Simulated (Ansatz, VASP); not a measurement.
**Zn17Cu47 (Cu0.73Zn0.27, face-centred cubic solid solution) in two plane-wave programs**

Wanted: the spread between two codes on one cell, functional and k mesh. The cell is invented: As first built, before any earlier steps moved the atoms (in the runner's words): 2x2x4 conventional cells of the Cu type (64 atoms: 47 Cu, 17 Zn); Cu/Zn share their sites, the best of 600 random draws by like-pair counts in two shells; start lattice by linear mixing of the end members' cells; atoms moved at random by 0.02 A. It may not be a known or stable phase. The structure shown is the start of the Ansatz relaxation below; VASP solves that cell, so the two are compared at the walk's first step.

Program: Ansatz 0.2.0. Level of theory: plane waves, with VASP 6.6.1 beside it; single point at PBE. Results are calculated unless marked as measured.

### Step 1. The structure

The cell holds 64 atoms: 47 Cu and 17 Zn. Its edges and angles: a = 7.400 Å, b = 7.400 Å, c = 14.800 Å, α = 90.0°, β = 90.0°, γ = 90.0°. It derives from Cu (Cu type, space group 225), repeated 2×2×4. As first built, before any earlier steps moved the atoms (in the runner's words): 2x2x4 conventional cells of the Cu type (64 atoms: 47 Cu, 17 Zn); Cu/Zn share their sites, the best of 600 random draws by like-pair counts in two shells; start lattice by linear mixing of the end members' cells; atoms moved at random by 0.02 A.

### Step 2. Ansatz: relaxation, PBE

Ansatz runs on its default PAW (the set named soft_2) files.

The two programs are compared at the cell with which this relaxation starts, whose forces are those of its first step.

File input.yaml:

```yaml
crystal:
  lattice:
    - [7.39986, 0.0, 0.0]
    - [0.0, 7.39986, 0.0]
    - [0.0, 0.0, 14.79972]
  atoms:
    - { symbol: Cu, position: [0.99708, 0.25144, 0.12402] }
    - { symbol: Cu, position: [0.25065, 0.99931, 0.12479] }
    - { symbol: Cu, position: [0.99553, 0.00067, 0.25182] }
    - { symbol: Cu, position: [0.99973, 0.24853, 0.37441] }
    - { symbol: Cu, position: [0.25212, 0.00117, 0.37571] }
    - { symbol: Cu, position: [0.25284, 0.25182, 0.25003] }
    - { symbol: Cu, position: [0.00221, 0.00072, 0.49642] }
    - { symbol: Cu, position: [0.24933, 0.99669, 0.62439] }
    - { symbol: Cu, position: [0.00224, 0.00597, 0.7499] }
    - { symbol: Cu, position: [0.00443, 0.24799, 0.87418] }
    - { symbol: Cu, position: [0.25374, 8.0e-05, 0.87427] }
    - { symbol: Cu, position: [0.24518, 0.25177, 0.74832] }
    - { symbol: Cu, position: [0.00179, 0.74698, 0.12672] }
    - { symbol: Cu, position: [0.2443, 0.49736, 0.12651] }
    - { symbol: Cu, position: [0.00167, 0.50208, 0.24999] }
    - { symbol: Cu, position: [0.00237, 0.75562, 0.37632] }
    - { symbol: Cu, position: [0.0041, 0.49558, 0.50162] }
    - { symbol: Cu, position: [0.00016, 0.75182, 0.62496] }
    - { symbol: Cu, position: [0.25169, 0.74775, 0.49859] }
    - { symbol: Cu, position: [0.00128, 0.50181, 0.74995] }
    - { symbol: Cu, position: [0.99537, 0.75525, 0.87254] }
    - { symbol: Cu, position: [0.24667, 0.49652, 0.87413] }
    - { symbol: Cu, position: [0.25423, 0.75384, 0.74888] }
    - { symbol: Cu, position: [0.49958, 0.24715, 0.12522] }
    - { symbol: Cu, position: [0.75192, 0.00612, 0.12535] }
    - { symbol: Cu, position: [0.7512, 0.25143, 0.99858] }
    - { symbol: Cu, position: [0.49886, 0.24831, 0.37507] }
    - { symbol: Cu, position: [0.74997, 0.99801, 0.37491] }
    - { symbol: Cu, position: [0.74749, 0.24689, 0.24925] }
    - { symbol: Cu, position: [0.50137, 0.00027, 0.49882] }
    - { symbol: Cu, position: [0.50208, 0.2509, 0.62638] }
    - { symbol: Cu, position: [0.74669, 0.99874, 0.62517] }
    - { symbol: Cu, position: [0.74965, 0.24927, 0.50086] }
    - { symbol: Cu, position: [0.50296, 0.00253, 0.75034] }
    - { symbol: Cu, position: [0.50329, 0.24975, 0.87603] }
    - { symbol: Cu, position: [0.75077, 0.9989, 0.87241] }
    - { symbol: Cu, position: [0.49575, 0.74834, 0.12552] }
    - { symbol: Cu, position: [0.74703, 0.75611, 0.99972] }
    - { symbol: Cu, position: [0.49691, 0.5023, 0.25201] }
    - { symbol: Cu, position: [0.50052, 0.74872, 0.37792] }
    - { symbol: Cu, position: [0.7519, 0.50216, 0.37516] }
    - { symbol: Cu, position: [0.75493, 0.74792, 0.2511] }
    - { symbol: Cu, position: [0.50232, 0.74598, 0.62648] }
    - { symbol: Cu, position: [0.74555, 0.50065, 0.62439] }
    - { symbol: Cu, position: [0.75141, 0.74824, 0.49992] }
    - { symbol: Cu, position: [0.49649, 0.50214, 0.74847] }
    - { symbol: Cu, position: [0.7502, 0.74245, 0.75083] }
    - { symbol: Zn, position: [0.9974, 0.00156, 6.0e-05] }
    - { symbol: Zn, position: [0.2507, 0.24817, 0.00085] }
    - { symbol: Zn, position: [0.99481, 0.25224, 0.62341] }
    - { symbol: Zn, position: [0.25027, 0.24853, 0.50082] }
    - { symbol: Zn, position: [0.00045, 0.49745, 0.00053] }
    - { symbol: Zn, position: [0.25405, 0.74783, 0.0009] }
    - { symbol: Zn, position: [0.24621, 0.49686, 0.37548] }
    - { symbol: Zn, position: [0.24751, 0.75259, 0.25089] }
    - { symbol: Zn, position: [0.25042, 0.49626, 0.62362] }
    - { symbol: Zn, position: [0.50525, 0.00184, 0.99944] }
    - { symbol: Zn, position: [0.50585, 0.99514, 0.24954] }
    - { symbol: Zn, position: [0.74916, 0.25031, 0.74855] }
    - { symbol: Zn, position: [0.50119, 0.50188, 0.99878] }
    - { symbol: Zn, position: [0.75461, 0.50157, 0.12614] }
    - { symbol: Zn, position: [0.50058, 0.50266, 0.50147] }
    - { symbol: Zn, position: [0.49547, 0.75201, 0.87486] }
    - { symbol: Zn, position: [0.74472, 0.50074, 0.87514] }
kpoints:
  mp_grid: { grid: [3, 3, 2], shift: [0.0, 0.0, 0.5] }
hamiltonian:
  xc: pbe
scf:
  occupations: { method: methfessel_paxton, width: 0.15 }
output:
  forces: true
  stress: true
relax:
  f_tol: 0.02
  max_steps: 45
  cell: { stress_tol: 0.1 }
```

Launch:

```console
$ ansatz run input.yaml --threads 8 --pin off --max-ram 15360MiB --backend cpu --events-out ev --progress --plain --runs-dir out
```

Numbers of over 12 decimals in the logs are rounded to 6 here.

The program printed:

```text
The last accepted step is kept in <dir> (removed where the run ends without a failure and the disk answers)
Engine: ansatz 0.2.0, x86_64-unknown-linux-gnu
Pseudopotentials: kind: paw
Pseudopotential: Cu, paw, valence charge 19, recommended cutoff 420 eV (normal), Cu.paw.azcp
Pseudopotential: Zn, paw, valence charge 12, recommended cutoff 420 eV (normal), Zn.paw.azcp
Functional definition: PBE
  parameter kappa = 0.804
  parameter beta = 0.066725
  exchange = pbe_x(kappa = kappa, mu = beta*pi^2/3)
  correlation = pbe_c(beta = beta)
Crystal: 64 atoms, lattice volume = 810.402 Å³
Basis set: ecut = 420 eV, 15801 PW (Γ), exchange–correlation on 100×100×200 points (8 copies of the dense FFT grid, shifted against one another)
Bands: 659, of which v1, the nominal top of the filled ones, is band 549 counted from 1 (548 counted from 0)
Symmetry: 1 space group operations
Space group: P1 (ITA 1), of the structure as read, at distance tolerance 9.3e-5 Å
k-points: 9 of 18 (time reversal used)
Non-local potential: Cu, projectors of the file, l = 0: 3, l = 1: 2, l = 2: 3, l = 3: 1
Non-local potential: Zn, projectors of the file, l = 0: 2, l = 1: 2, l = 2: 3, l = 3: 1
PAW form: soft (Blöchl's): semilocal exchange-correlation on the pseudo side does not see the compensation charge
PAW one-centre angular grid: Cu, 590 points (default); XC on 64 Gauss nodes
PAW one-centre angular grid: Zn, 590 points (default); XC on 64 Gauss nodes
Initial density: superposition of atomic densities (neutral atoms: chi_scale 0, normalization atom), corrected by the library's trained network
Initial wavefunctions: pseudopotential atomic-orbital guess
Functional: x = pbe(κ = 0.804, μ = 0.219515), c = pbe(β = 0.066725)
SCF iter   1: F=—  HF=-367809.282571 eV  |F-HF|=—  |Δ(HF+E_count)|=         —  Δρ=2.19e-3  dr2=2.88e-1  ethr=1.77e-3  ⟨swp⟩=5.0  Hψ=21495  notcnv=0  defer=188
preconditioner: auto → Kerker (q_TF=auto, 2.870 Å⁻¹)  [metal: Δε(μ)=0.015 eV  Ē_g=10.186 eV  σ=0.150 eV  W_gap=0.09  n_scr=344 (ndim 8)  ℏωp=35.0 eV  f_vac=0.000  D(μ)=26.41/eV (n_scr^D=186)]
SCF iter   2: F=—  HF=-367809.278368 eV  |F-HF|=—  |Δ(HF+E_count)|=   4.20e-3  S|Δr|=    0.00e0  Δρ=9.63e-4  dr2=1.43e-1  ethr=2.63e-5  ⟨swp⟩=1.4  Hψ=6830  notcnv=0  defer=189
SCF iter   3: F=—  HF=-367809.274628 eV  |F-HF|=—  |Δ(HF+E_count)|=   3.74e-3  S|Δr|=    0.00e0  Δρ=1.13e-3  dr2=4.51e-2  ethr=1.30e-5  ⟨swp⟩=2.0  Hψ=5105  notcnv=0  defer=189
SCF iter   4: F=—  HF=-367809.271771 eV  |F-HF|=—  |Δ(HF+E_count)|=   2.86e-3  S|Δr|=    0.00e0  Δρ=2.33e-4  dr2=1.56e-3  ethr=4.11e-6  ⟨swp⟩=2.0  Hψ=5166  notcnv=0  defer=189
SCF iter   5: F=—  HF=-367809.271791 eV  |F-HF|=—  |Δ(HF+E_count)|=   1.94e-5  S|Δr|=    0.00e0  Δρ=1.32e-4  dr2=1.83e-4  ethr=1.42e-7  ⟨swp⟩=2.0  Hψ=8250  notcnv=0  defer=189
SCF iter   6: F=—  HF=-367809.271759 eV  |F-HF|=—  |Δ(HF+E_count)|=   3.21e-5  S|Δr|=    0.00e0  Δρ=5.62e-5  dr2=4.39e-5  ethr=1.67e-8  ⟨swp⟩=2.0  Hψ=9394  notcnv=0  defer=189
SCF iter   7: F=—  HF=-367809.268983 eV  |F-HF|=—  |Δ(HF+E_count)|=   2.78e-3  S|Δr|=    0.00e0  Δρ=1.98e-5  dr2=7.69e-6  ethr=4.00e-9  ⟨swp⟩=2.0  Hψ=8463  notcnv=0  defer=189
SCF iter   8: F=—  HF=-367809.268983 eV  |F-HF|=—  |Δ(HF+E_count)|=   5.31e-8  S|Δr|=    0.00e0  Δρ=1.40e-5  dr2=3.45e-6  ethr=7.01e-10  ⟨swp⟩=2.1  Hψ=9499  notcnv=0  defer=189
SCF iter   9: F=—  HF=-367809.268983 eV  |F-HF|=—  |Δ(HF+E_count)|=   1.03e-7  S|Δr|=    0.00e0  Δρ=8.83e-6  dr2=7.71e-7  ethr=3.14e-10  ⟨swp⟩=2.0  Hψ=9709  notcnv=0  defer=189
SCF iter  10: F=—  HF=-367809.268983 eV  |F-HF|=—  |Δ(HF+E_count)|=   8.84e-8  S|Δr|=    0.00e0  Δρ=1.59e-6  dr2=1.17e-7  ethr=7.03e-11  ⟨swp⟩=2.0  Hψ=7294  notcnv=0  defer=189
SCF iter  11: F=-367809.268983 eV  HF=-367809.268983 eV  |F-HF|=1.37e-8  |Δ(HF+E_count)|=   5.06e-9  S|Δr|=    0.00e0  Δρ=8.21e-7  dr2=1.36e-8  ethr=9.12e-12  ⟨swp⟩=4.2  Hψ=16965  notcnv=0
SCF 1 converged in 11 iterations: F = -367809.268983 eV  dr2 = 1.36e-8
  greatest PAW one-centre occupation: 1.000 electrons in one spin orbital (limit 2), on the Cu atom at site 17 (counted from 0), in its partial waves of l = 0
relax step   1: F+E_penalty+E_count = -367809.26898300 eV  Δ(F+E_penalty+E_count) = +0.000e0 eV  max|allowed force component| = 5.754e-1 eV/Å  Δτ_max = 0.0000 Å  P = -1.283 GPa  Ω = 810.402 Å³  (11 SCF iters, dr2 threshold 1.00e-7 eV, accepted)
Crystal: 64 atoms, lattice volume = 804.217 Å³
Basis set: ecut = 420 eV, 15733 PW (Γ), exchange–correlation on 100×100×200 points (8 copies of the dense FFT grid, shifted against one another)
Initial density: handed on by an earlier stage of this run
Initial wavefunctions: those handed on with the density
iter 1 solved again at ethr=8.21e-6 eV; its pass at ethr=3.10e-3 eV (dr2=9.01e-2 eV) is discarded
SCF iter   1: F=—  HF=-367809.616029 eV  |F-HF|=—  |Δ(HF+E_count)|=         —  Δρ=4.25e-3  dr2=1.01e-1  ethr=8.21e-6  ⟨swp⟩=2.2  Hψ=23034  notcnv=0
[...]
atom  12  Cu    -0.00020880     0.00043771     0.00017267
  atom  13  Cu     0.00016706     0.00018534    -0.00047044
  atom  14  Cu    -0.00038702     0.00045670    -0.00038846
  atom  15  Cu    -0.00019302    -0.00007583    -0.00070755
  atom  16  Cu    -0.00052875    -0.00066459    -0.00005203
  atom  17  Cu     0.00059332    -0.00028686    -0.00052822
  atom  18  Cu     0.00049528     0.00009021     0.00087393
  atom  19  Cu     0.00044583     0.00088575     0.00018731
  atom  20  Cu    -0.00049905    -0.00050621    -0.00049226
  atom  21  Cu     0.00009948     0.00038815     0.00059071
  atom  22  Cu    -0.00083674    -0.00137053     0.00000782
  atom  23  Cu    -0.00088964     0.00025843    -0.00017673
  atom  24  Cu     0.00051748     0.00078683    -0.00044937
  atom  25  Cu    -0.00119711     0.00065598    -0.00012254
  atom  26  Cu     0.00059475     0.00087150    -0.00033799
  atom  27  Cu    -0.00086907    -0.00029984     0.00031751
  atom  28  Cu     0.00099123    -0.00029390     0.00021922
  atom  29  Cu    -0.00023781     0.00115711    -0.00031870
  atom  30  Cu    -0.00025456     0.00024696    -0.00127196
  atom  31  Cu     0.00006969    -0.00063436     0.00064018
  atom  32  Cu    -0.00006629    -0.00063577    -0.00032717
  atom  33  Cu     0.00072857     0.00001105     0.00011244
  atom  34  Cu     0.00004306    -0.00084658     0.00102103
  atom  35  Cu     0.00009191     0.00128563     0.00043386
[...]
atom  57  Zn     0.00103570     0.00013124     0.00002016
  atom  58  Zn    -0.00066527    -0.00061834    -0.00084640
  atom  59  Zn    -0.00144336     0.00090309     0.00177547
  atom  60  Zn     0.00371068    -0.00309209     0.00088994
  atom  61  Zn     0.00015973     0.00122045    -0.00192487
  atom  62  Zn     0.00255311    -0.00067177    -0.00165351
  atom  63  Zn     0.00037114     0.00251269     0.00077188
  atom  64  Zn    -0.00226950    -0.00145584     0.00162733
  max |Σ_I F_I| component: 4.66e-6 eV/Å
--- Stress (GPa, compression-positive) ---
        0.011001      -0.003805      -0.000178
       -0.003805       0.011564      -0.001363
       -0.000178      -0.001363       0.007187
  P = ⅓ Tr σ = 0.0099 GPa (0.099 kbar)
--- Relaxed structure (4 steps of the walk, 4 accepted, 1 SCFs on fresh bases) ---
  F+E_penalty+E_count = -367809.76753140 eV   max|allowed force component| = 3.711e-3 eV/Å   (the final SCF, on the basis selected at the relaxed cell)
  cell:  # Å, volume = 801.2596 Å³
    - [7.403532, 0.00618413, -0.00453977]
    - [0.00618413, 7.384683, 0.000861197]
    - [-0.00907955, 0.00172239, 14.655577]
  atoms:
    - { symbol: Cu, position: [0.999562, 0.249476, 0.127599] }
    - { symbol: Cu, position: [0.247926, 1.003071, 0.125645] }
    - { symbol: Cu, position: [0.998840, 0.00149762, 0.251481] }
    - { symbol: Cu, position: [0.998037, 0.247687, 0.375037] }
    - { symbol: Cu, position: [0.249475, -0.00275211, 0.374534] }
    - { symbol: Cu, position: [0.248601, 0.249183, 0.250525] }
    - { symbol: Cu, position: [-0.00165844, -0.00369363, 0.499215] }
    - { symbol: Cu, position: [0.250512, 0.996147, 0.624964] }
    - { symbol: Cu, position: [0.00124381, -0.00165468, 0.749467] }
    - { symbol: Cu, position: [0.000978096, 0.249112, 0.873006] }
    - { symbol: Cu, position: [0.249318, 0.00110972, 0.873851] }
    - { symbol: Cu, position: [0.250769, 0.248893, 0.750043] }
    - { symbol: Cu, position: [-0.00391135, 0.751321, 0.126730] }
    - { symbol: Cu, position: [0.249955, 0.497653, 0.126988] }
    - { symbol: Cu, position: [-0.000478451, 0.498579, 0.251514] }
    - { symbol: Cu, position: [-0.00145799, 0.751087, 0.375564] }
    - { symbol: Cu, position: [-0.00214625, 0.500927, 0.500244] }
    - { symbol: Cu, position: [-0.00116707, 0.752310, 0.624092] }
    - { symbol: Cu, position: [0.250243, 0.752207, 0.499465] }
    - { symbol: Cu, position: [0.000884935, 0.501431, 0.748833] }
    - { symbol: Cu, position: [1.000542, 0.751601, 0.873197] }
    - { symbol: Cu, position: [0.249486, 0.500287, 0.872553] }
    - { symbol: Cu, position: [0.247129, 0.753103, 0.749440] }
    - { symbol: Cu, position: [0.500257, 0.251760, 0.127720] }
[...]
- { symbol: Cu, position: [0.502373, 0.750970, 0.375114] }
    - { symbol: Cu, position: [0.753882, 0.500027, 0.374484] }
    - { symbol: Cu, position: [0.751666, 0.751040, 0.252237] }
    - { symbol: Cu, position: [0.502068, 0.752704, 0.625062] }
    - { symbol: Cu, position: [0.751866, 0.502055, 0.625266] }
    - { symbol: Cu, position: [0.753102, 0.751930, 0.499412] }
    - { symbol: Cu, position: [0.499544, 0.499154, 0.748012] }
    - { symbol: Cu, position: [0.752522, 0.752045, 0.747738] }
    - { symbol: Zn, position: [0.990053, 0.000426771, -0.000442401] }
    - { symbol: Zn, position: [0.248750, 0.248832, 6.27738914228486e-5] }
    - { symbol: Zn, position: [0.998289, 0.245356, 0.624454] }
    - { symbol: Zn, position: [0.252018, 0.238503, 0.498007] }
    - { symbol: Zn, position: [0.000293638, 0.500360, 0.000393138] }
    - { symbol: Zn, position: [0.247626, 0.751909, 0.0022332] }
    - { symbol: Zn, position: [0.246344, 0.499255, 0.374769] }
    - { symbol: Zn, position: [0.246361, 0.751112, 0.247698] }
    - { symbol: Zn, position: [0.250517, 0.507323, 0.627016] }
    - { symbol: Zn, position: [0.508727, 0.00374349, 1.002205] }
    - { symbol: Zn, position: [0.503842, 1.003918, 0.251129] }
    - { symbol: Zn, position: [0.744417, 0.244787, 0.749051] }
    - { symbol: Zn, position: [0.499054, 0.497935, 1.000939] }
    - { symbol: Zn, position: [0.749322, 0.499759, 0.130146] }
    - { symbol: Zn, position: [0.511931, 0.503888, 0.499885] }
    - { symbol: Zn, position: [0.498620, 0.754052, 0.869043] }
    - { symbol: Zn, position: [0.752809, 0.501106, 0.872279] }
```

In the SCF lines HF is the Harris–Foulkes energy and dr2 the Hartree energy of the density residual, in eV; the loop may stop once dr2 is under the threshold and the program's other checks hold. Hψ counts applications of the Hamiltonian.

(Continued in part 2 of 2.)

[Lines on the potential files, build, host, timing and source positions are cut from VASP's logs without a mark.]

[Logs are printed without paths, hosts, clocks, repeated set-up lines and the standing remarks that a program may print on its own settings, such as how far it seeks lower states.]

[Hosts, paths, dates, database ids (printed as entryN), source tags and the programs' standing remarks are cut or masked in the printed files.]
